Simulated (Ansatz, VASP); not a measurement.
# Cross-check of Au (Au wire along [111], 19 atoms a period) between VASP and Ansatz, part 2 of 3

Aim: how closely do two programs agree when they are given the same cell, functional and k mesh? Of the first pair: The structure shown is the start of the Ansatz relaxation below; VASP solves that cell, so the two are compared at the walk's first step.

VASP 6.6.1 and Ansatz 0.2.0.

So far: Set-up; Ansatz: relaxation, PBE.

## Step 3: VASP: single point, PBE, start cell, pair 1

Level of this step: PBE; plane waves and PAW (Au) (VASP).

The same cell, functional, mesh and smearing now go to VASP, with its own data sets.

Lines of VASP's logs that name or quote its potential files are left out, and so is its time.

INCAR

```
SYSTEM = Au
PREC = Accurate
ENCUT = 400
EDIFF = 1E-06
NELM = 120
ISMEAR = -1
SIGMA = 0.05
LREAL = .FALSE.
ALGO = Normal
GGA = PE
NBANDS = 129
LASPH = .TRUE.
LORBIT = 11
LWAVE = .FALSE.
LCHARG = .FALSE.
ISIF = 2
GGA_COMPAT = .FALSE.
KPAR = 4
```

POSCAR

```
Au
1.0
   12.6830000000      0.0000000000      0.0000000000
    0.0000000000     13.5930000000      0.0000000000
    0.0000000000      0.0000000000      7.2053310000
Au
19
Direct
    0.2680703303      0.5000092695      0.0000000000
    0.3840351652      0.6874196646      0.0000000000
    0.5000000000      0.5000092695      0.0000000000
    0.6159648348      0.6874196646      0.0000000000
    0.2680703303      0.6249495329      0.3333333333
    0.3840351652      0.4375391378      0.3333333333
    0.5000000000      0.6249495329      0.3333333333
    0.5000000000      0.2501287428      0.3333333333
    0.6159648348      0.4375391378      0.3333333333
    0.7319296696      0.6249495329      0.3333333333
    0.2680703303      0.3750690062      0.6666666667
    0.3840351652      0.5624794012      0.6666666667
    0.5000000000      0.3750690062      0.6666666667
    0.5000000000      0.7498897963      0.6666666667
    0.6159648348      0.5624794012      0.6666666667
    0.7319296696      0.3750690062      0.6666666667
    0.3840351652      0.3125988745      0.0000000000
    0.6159648348      0.3125988745      0.0000000000
    0.7319296696      0.5000092695      0.0000000000
```

KPOINTS

```
Automatic mesh
0
Gamma
1 1 12
0 0 0
```

The projector-augmented-wave data sets are Au (PBE family, release 64).

Run with:

```bash
$ mpirun -np 4 vasp_std
```

Numbers of over 12 decimals in the logs are rounded to 6 here.

The program printed:

```text
[banner, memory and clock lines left out]
running    4 mpi-ranks, on    1 nodes
 distrk:  each k-point on    1 cores,    4 groups
 distr:  one band on    1 cores,    1 groups

 POSCAR found type information on POSCAR Au
 POSCAR found :  1 types and      19 ions
|                                                                             |
|               ----> ADVICE to this user running VASP <----                  |
|                                                                             |
|     You have a (more or less) 'large supercell' and for larger cells it     |
|     might be more efficient to use real-space projection operators.         |
|     Therefore, try LREAL= Auto in the INCAR file.                           |
|     Mind: For very accurate calculation, you might also keep the            |
|     reciprocal projection scheme (i.e. LREAL=.FALSE.).                      |
|                                                                             |

 LDA part: xc-table for (Slater+PW92), standard interpolation
 POSCAR, INCAR and KPOINTS ok, starting setup
 FFT: planning ... GRIDC
 FFT: planning ... GRID_SOFT
 FFT: planning ... GRID
 WAVECAR not read
 entering main loop
       N       E                     dE             d eps       ncg     rms          rms(c)
DAV:   1     0.125387201199E+04    0.12539E+04   -0.73331E+04  1806   0.107E+03
DAV:   2     0.524549340305E+02   -0.12014E+04   -0.10904E+04  2228   0.228E+02
DAV:   3    -0.502329063933E+02   -0.10269E+03   -0.96652E+02  2091   0.626E+01
DAV:   4    -0.527690705504E+02   -0.25362E+01   -0.25245E+01  2052   0.974E+00
DAV:   5    -0.528423035412E+02   -0.73233E-01   -0.73185E-01  2092   0.171E+00    0.224E+01
DAV:   6    -0.494527132769E+02    0.33896E+01   -0.10886E+01  1954   0.115E+01    0.165E+01
DAV:   7    -0.492960274436E+02    0.15669E+00   -0.97052E-01  1881   0.393E+00    0.760E+00
DAV:   8    -0.492809546772E+02    0.15073E-01   -0.13837E-01  2034   0.264E+00    0.163E+00
DAV:   9    -0.492753292430E+02    0.56254E-02   -0.17701E-02  1993   0.961E-01    0.233E-01
DAV:  10    -0.492756692794E+02   -0.34004E-03   -0.60431E-03  1986   0.337E-01    0.103E-01
DAV:  11    -0.492757297899E+02   -0.60511E-04   -0.67285E-04  1983   0.167E-01    0.426E-02
DAV:  12    -0.492758424276E+02   -0.11264E-03   -0.11317E-04  1958   0.273E-02    0.170E-02
DAV:  13    -0.492758634546E+02   -0.21027E-04   -0.16172E-05  2057   0.213E-02    0.623E-03
DAV:  14    -0.492758826589E+02   -0.19204E-04   -0.73611E-06  1820   0.771E-03    0.373E-03
DAV:  15    -0.492758993003E+02   -0.16641E-04   -0.34022E-06  1295   0.478E-03    0.324E-03
DAV:  16    -0.492759104614E+02   -0.11161E-04   -0.12128E-06  1274   0.372E-03    0.124E-03
DAV:  17    -0.492759236412E+02   -0.13180E-04   -0.89782E-07  1206   0.144E-03    0.137E-03
DAV:  18    -0.492759291710E+02   -0.55298E-05   -0.26997E-07  1282   0.152E-03    0.384E-04
DAV:  19    -0.492759339497E+02   -0.47787E-05   -0.39794E-07  1198   0.796E-04    0.419E-04
DAV:  20    -0.492759348355E+02   -0.88581E-06   -0.10985E-07  1267   0.778E-04
   1 F= -.49275935E+02 E0= -.49245985E+02  d E =-.598996E-01
```

OUTCAR, selected parts (step 3):

```text
ion  position               nearest neighbor table
   1  0.268  0.500  0.000-   3 2.94   6 2.94  12 2.94  11 2.94   5 2.94  17 2.94   2 2.94
   2  0.384  0.687  0.000-   4 2.94   7 2.94  14 2.94   5 2.94  12 2.94   3 2.94   1 2.94
   3  0.500  0.500  0.000-  19 2.94   1 2.94   9 2.94   6 2.94  15 2.94  12 2.94  13 2.94   7 2.94
                            18 2.94  17 2.94   4 2.94   2 2.94
   4  0.616  0.687  0.000-   2 2.94  10 2.94   7 2.94  14 2.94  15 2.94  19 2.94   3 2.94
   5  0.268  0.625  0.333-   7 2.94   2 2.94  12 2.94   1 2.94   6 2.94
   6  0.384  0.438  0.333-   9 2.94   3 2.94  13 2.94   1 2.94  11 2.94  17 2.94  12 2.94   8 2.94
                             7 2.94   5 2.94
   7  0.500  0.625  0.333-  10 2.94   5 2.94   2 2.94   4 2.94  12 2.94  15 2.94   3 2.94  14 2.94
                             6 2.94   9 2.94
   8  0.500  0.250  0.333-  17 2.94  18 2.94  13 2.94   9 2.94   6 2.94
   9  0.616  0.438  0.333-   6 2.94  19 2.94   3 2.94  16 2.94  13 2.94  18 2.94  15 2.94   8 2.94
                            10 2.94   7 2.94
  10  0.732  0.625  0.333-   7 2.94   4 2.94  15 2.94  19 2.94   9 2.94
  11  0.268  0.375  0.667-  13 2.94  17 2.94   6 2.94   1 2.94  12 2.94
  12  0.384  0.562  0.667-  15 2.94   3 2.94   7 2.94   1 2.94   5 2.94   2 2.94   6 2.94  13 2.94
                            11 2.94  14 2.94
  13  0.500  0.375  0.667-  16 2.94  11 2.94  17 2.94  18 2.94   6 2.94   9 2.94   3 2.94   8 2.94
                            15 2.94  12 2.94
  14  0.500  0.750  0.667-   2 2.94   4 2.94   7 2.94  12 2.94  15 2.94
  15  0.616  0.562  0.667-  12 2.94  19 2.94   3 2.94  10 2.94   7 2.94   4 2.94   9 2.94  16 2.94
                            13 2.94  14 2.94
  16  0.732  0.375  0.667-  13 2.94  18 2.94   9 2.94  19 2.94  15 2.94
  17  0.384  0.313  0.000-  18 2.94   8 2.94  13 2.94  11 2.94   6 2.94   3 2.94   1 2.94
  18  0.616  0.313  0.000-  17 2.94  16 2.94   8 2.94  13 2.94   9 2.94  19 2.94   3 2.94
  19  0.732  0.500  0.000-   3 2.94   9 2.94  15 2.94  16 2.94  10 2.94  18 2.94   4 2.94

  LATTYP: Found a simple orthorhombic cell.
 ALAT       =     7.2053310000
 B/A-ratio  =     1.7602244782
 C/A-ratio  =     1.8865198559

 Subroutine GETGRP returns: Found  4 space group operations
 (whereof  2 operations were pure point group operations)

The static configuration has the point symmetry C_1h.
 The point group associated with its full space group is C_2h.

 Found      7 irreducible k-points:

   k-points           NKPTS =      7   k-points in BZ     NKDIM =      7   number of bands    NBANDS=    129

   dimension x,y,z NGX =    84 NGY =   90 NGZ =   48
   dimension x,y,z NGXF=   168 NGYF=  180 NGZF=   96

   ENCUT  =  400.0 eV  29.40 Ry    5.42 a.u.  20.68 22.17 11.75*2*pi/ulx,y,z

   NELECT =     209.0000    total number of electrons

 k-points in reciprocal lattice and weights: Automatic mesh
   0.00000000  0.00000000  0.00000000       0.083
   0.00000000  0.00000000  0.08333333       0.167
   0.00000000  0.00000000  0.16666667       0.167
   0.00000000  0.00000000  0.25000000       0.167
   0.00000000  0.00000000  0.33333333       0.167
   0.00000000  0.00000000  0.41666667       0.167
   0.00000000  0.00000000  0.50000000       0.083

 average (electrostatic) potential at core
       1 -74.0165       2 -74.0153       3 -74.4411       4 -74.0153       5 -73.7527
       6 -74.3806       7 -74.3818       8 -73.7548       9 -74.3806      10 -73.7527
      11 -73.7527      12 -74.3806      13 -74.3818      14 -73.7548      15 -74.3806
      16 -73.7527      17 -74.0153      18 -74.0153      19 -74.0165

 E-fermi :  -1.4600

 k-point     1 :       0.0000    0.0000    0.0000
  band No.  band energies     occupation
    ...
     99      -2.6634      2.00000
    100      -2.5746      2.00000
    101      -2.5205      2.00000
    102      -2.5059      2.00000
    103      -1.8509      1.99920
    104      -1.2356      0.02226
    105      -1.2335      0.02132
    106      -0.9094      0.00003
    107      -0.9042      0.00003
    108      -0.8984      0.00003
    ...

 k-point     2 :       0.0000    0.0000    0.0833
  band No.  band energies     occupation
    ...
    101      -2.5163      2.00000
    102      -2.2584      2.00000
    103      -1.8308      1.99880
    104      -1.5234      1.56120
    105      -1.5195      1.53391
    106      -0.9013      0.00003
    107      -0.6068      0.00000
    108      -0.6000      0.00000
    109      -0.2934      0.00000
    110      -0.2278      0.00000
    ...

 k-point     3 :       0.0000    0.0000    0.1667
  band No.  band energies     occupation
    ...
    101      -2.5621      2.00000
    102      -1.9176      1.99979
    103      -1.8479      1.99915
    104      -1.8413      1.99903
    105      -1.6887      1.97958
    106      -0.8765      0.00002
    107      -0.5773      0.00000
    108      -0.5602      0.00000
    109      -0.2333      0.00000
    110      -0.0375      0.00000
    ...

  Total      -12.6823366    -12.4848280    -27.0287537      0.0000000     -0.0027293      0.0000000
  in kB      -16.3575634    -16.1028186    -34.8614428      0.0000000     -0.0035202      0.0000000
  external PRESSURE =     -22.4406083 kB  Pullay stress =       0.0000000 kB

  energy-cutoff  :      400.00
  volume of cell :     1242.20
      direct lattice vectors                 reciprocal lattice vectors
    12.683000000  0.000000000  0.000000000     0.078845699  0.000000000  0.000000000
     0.000000000 13.593000000  0.000000000     0.000000000  0.073567277  0.000000000
     0.000000000  0.000000000  7.205331000     0.000000000  0.000000000  0.138786129

 POSITION                                       TOTAL-FORCE (eV/Angst)
 -----------------------------------------------------------------------------------
      3.39994      6.79663      0.00000         0.478673      0.000000      0.000000
      4.87072      9.34410      0.00000         0.245460     -0.422413      0.001982
      6.34150      6.79663      0.00000         0.000000      0.000000      0.000000
      7.81228      9.34410      0.00000        -0.245460     -0.422413      0.001982
      3.39994      8.49494      2.40178         0.873675     -0.513802     -0.407800
      4.87072      5.94747      2.40178        -0.445839     -0.256870      0.207370
      6.34150      8.49494      2.40178         0.000000      0.517361      0.206802
      6.34150      3.40000      2.40178         0.000000      1.010893     -0.402714
      7.81228      5.94747      2.40178         0.445839     -0.256870      0.207370
      9.28306      8.49494      2.40178        -0.873675     -0.513802     -0.407800
      3.39994      5.09831      4.80355         0.873675      0.513802      0.407800
      4.87072      7.64578      4.80355        -0.445839      0.256870     -0.207370
      6.34150      5.09831      4.80355         0.000000     -0.517361     -0.206802
      6.34150     10.19325      4.80355         0.000000     -1.010893      0.402714
      7.81228      7.64578      4.80355         0.445839      0.256870     -0.207370
      9.28306      5.09831      4.80355        -0.873675      0.513802      0.407800
      4.87072      4.24916      0.00000         0.245460      0.422413     -0.001982
      7.81228      4.24916      0.00000        -0.245460      0.422413     -0.001982
      9.28306      6.79663      0.00000        -0.478673      0.000000      0.000000
 -----------------------------------------------------------------------------------
    total drift:                                0.000002      0.000003     -0.000000

  FREE ENERGIE OF THE ION-ELECTRON SYSTEM (eV)
  ---------------------------------------------------
  free  energy   TOTEN  =       -49.2759348355 eV

  energy  without entropy=      -49.2160352223  energy(sigma->0) =      -49.24598503

 total charge
# of ion       s       p       d       tot
------------------------------------------
    1        0.529   0.175   8.810   9.515
    2        0.530   0.175   8.811   9.516
    3        0.513   0.279   8.797   9.589
    4        0.530   0.175   8.811   9.516
    5        0.540   0.121   8.846   9.507
    6        0.513   0.256   8.770   9.540
    7        0.513   0.257   8.770   9.540
    8        0.541   0.121   8.845   9.507
    9        0.513   0.256   8.770   9.540
   10        0.540   0.121   8.846   9.507
   11        0.540   0.121   8.846   9.507
   12        0.513   0.256   8.770   9.540
   13        0.513   0.257   8.770   9.540
   14        0.541   0.121   8.845   9.507
   15        0.513   0.256   8.770   9.540
   16        0.540   0.121   8.846   9.507
   17        0.530   0.175   8.811   9.516
   18        0.530   0.175   8.811   9.516
   19        0.529   0.175   8.810   9.515
--------------------------------------------------
tot         10.013   3.595 167.355 180.964

[... 3 further parts left out ...]
```

## Step 4: Side by side

Known differences besides the potentials themselves: the data sets hold 361 valence electrons in Ansatz (on its PAW soft_1 files) and 209 in VASP; the cutoff is 420 eV in Ansatz and 400 eV in VASP. Total energies have different zeros and are not compared.

Forces on 10 of the 19 atoms, those with the largest forces and the largest differences (eV/Å; atoms numbered as in POSCAR):

```csv
atom,"Ansatz x, y, z","VASP x, y, z"
Au5,"0.871, -0.512, -0.407","0.874, -0.514, -0.408"
Au6,"-0.452, -0.260, 0.207","-0.446, -0.257, 0.207"
Au7,"0.000, 0.524, 0.207","0.000, 0.517, 0.207"
Au8,"0.000, 1.008, -0.402","0.000, 1.011, -0.403"
Au10,"-0.871, -0.512, -0.407","-0.874, -0.514, -0.408"
Au11,"0.871, 0.512, 0.407","0.874, 0.514, 0.408"
Au12,"-0.452, 0.260, -0.207","-0.446, 0.257, -0.207"
Au14,"0.000, -1.008, 0.402","0.000, -1.011, 0.403"
Au15,"0.452, 0.260, -0.207","0.446, 0.257, -0.207"
Au16,"-0.871, 0.512, 0.407","-0.874, 0.514, 0.408"
```

The forces differ by 3.0 meV/Å r.m.s., which is 0.7 % of the r.m.s. force of 0.427 eV/Å (both taken over all components).

[end of part 2 of 3]

[Lines on the potential files, build, host, timing and source positions are cut from VASP's logs without a mark.]

[Logs are printed without paths, hosts, clocks, repeated set-up lines and the standing remarks that a program may print on its own settings, such as how far it seeks lower states.]

[Hosts, paths, dates, database ids (printed as entryN), source tags and the programs' standing remarks are cut or masked in the printed files.]
